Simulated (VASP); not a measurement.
Set up this calculation in VASP 6.6.1, as the native input.

```yaml
Task: single point
Functional: r2SCAN
Dispersion: D3(BJ)
Potentials_or_basis: VASP PAW PBE potentials, release 64 (O, H, S)
Cutoff: 520 eV
k_mesh: 1 × 1 × 1
Occupations: fermi-dirac, width 0.05 eV
Spin: no spin polarisation
Dipole_correction: no
Further_INCAR_settings: LREAL = Auto; ALGO = Normal; EDIFF = 1e-07; NBANDS = 70
```

Crystal: H2SO3.

```xyz
24
Lattice="8.1473 0.0000 0.0000 0.0000 8.1473 0.0000 0.0000 0.0000 8.1473" Properties=species:S:1:pos:R:3 pbc="T T T"
O     6.5914    1.8609    6.8004
O     4.4094    2.8341    1.3323
O     7.7168    3.9391    5.6220
O     2.5264    4.7454    7.9649
O     2.4169    1.6479    3.4272
O     3.7809   -0.1380    2.3680
O     0.7837    6.5965    6.4831
O     2.7795    5.9480    5.2349
O     7.3794    5.2970    2.3211
O     6.2482    5.7698    0.1367
O     5.3624    2.5589    4.1467
O     4.1091    3.1116    6.1579
H     7.1550    2.6627    6.5267
H     7.1039    1.0869    6.5806
H     4.9491    2.9707    2.1215
H     4.9881    2.5183    0.6237
H     7.9409    4.8621    5.8879
H     7.2174    4.0817    4.8213
H     3.1222    4.8432    8.7282
H     2.9156    4.0599    7.3818
S     2.7712    0.8769    2.2404
S     2.2418    6.6349    6.3647
S     7.2458    6.1073    1.1275
S     4.6664    2.0748    5.3513
```

The cell was built by a generator and needn't be a form met in nature.

One way to write it, as run:

POSCAR

```
H2SO3
1.0
    8.1472720000      0.0000000000      0.0000000000
    0.0000000000      8.1472720000      0.0000000000
    0.0000000000      0.0000000000      8.1472720000
O H S
12 8 4
Direct
    0.8090315384      0.2284077419      0.8346842968
    0.5412118314      0.3478587679      0.1635271291
    0.9471636641      0.4834869880      0.6900469261
    0.3100915251      0.5824526295      0.9776155749
    0.2966514436      0.2022640216      0.4206561411
    0.4640694456     -0.0169381850      0.2906494346
    0.0961917069      0.8096575148      0.7957387454
    0.3411571382      0.7300603196      0.6425340899
    0.9057510293      0.6501562732      0.2848929065
    0.7669070089      0.7081879677      0.0167786223
    0.6581834999      0.3140805904      0.5089679097
    0.5043528681      0.3819192486      0.7558235444
    0.8782080677      0.3268210513      0.8010902300
    0.8719360296      0.1334066176      0.8077059413
    0.6074548634      0.3646251162      0.2603939085
    0.6122417418      0.3090973273      0.0765532316
    0.9746698036      0.5967764425      0.7226836173
    0.8858670731      0.5009897792      0.5917686313
    0.3832202975      0.5944566476      1.0713033761
    0.3578621163      0.4983140369      0.9060456064
    0.3401383923      0.1076311187      0.2749877505
    0.2751595872      0.8143707489      0.7812062737
    0.8893529024      0.7496128766      0.1383898807
    0.5727561324      0.2546619286      0.6568210807
```

INCAR.step1

```
  ALGO = Normal
  EDIFF = 1E-4
  ENCUT = 520
  GGA = PE
  ISMEAR = -1
  LASPH = T
  LCHARG = F
  LREAL = Auto
  LWAVE = T
  NBANDS = 70
  NELM = 100
  PREC = Accurate
  SIGMA = 0.05
```

INCAR.step2

```
  ALGO = Normal
  EDIFF = 1E-7
  ENCUT = 520
  ISIF = 2
  ISMEAR = -1
  ISTART = 1
  IVDW = 12
  LASPH = T
  LCHARG = F
  LMIXTAU = T
  LREAL = Auto
  LWAVE = F
  METAGGA = R2SCAN
  NBANDS = 70
  NELM = 100
  PREC = Accurate
  SIGMA = 0.05
  VDW_A1 = 0.49484001
  VDW_A2 = 5.73083694
  VDW_S6 = 1.0
  VDW_S8 = 0.78981345
```

KPOINTS

```
k-points
0
Gamma
  1 1 1
```

Potentials or basis: VASP PAW PBE potentials, release 64 (O, H, S).

Launch:

```console
$ cat potpaw_PBE.64/O/POTCAR potpaw_PBE.64/H/POTCAR potpaw_PBE.64/S/POTCAR > POTCAR
$ cp INCAR.step1 INCAR
$ mpirun -np 1 vasp_gam > vasp.out
$ cp INCAR.step2 INCAR
$ mpirun -np 1 vasp_gam > vasp.out
```

Results of the run:

```
Pressure                   : -1.4 GPa
Largest force              : 2.118 eV/Å
Band gap on the k mesh     : 3.22 eV, direct
Dispersion energy per atom : -0.020 eV
```

Caveat: the PAW data sets were made with another functional, which shifts forces and pressure a little.

It took 3 min on 1 thread of Intel(R) Xeon(R) 6975P-C (Granite Rapids), on a shared host, peak memory 0.62 GiB.
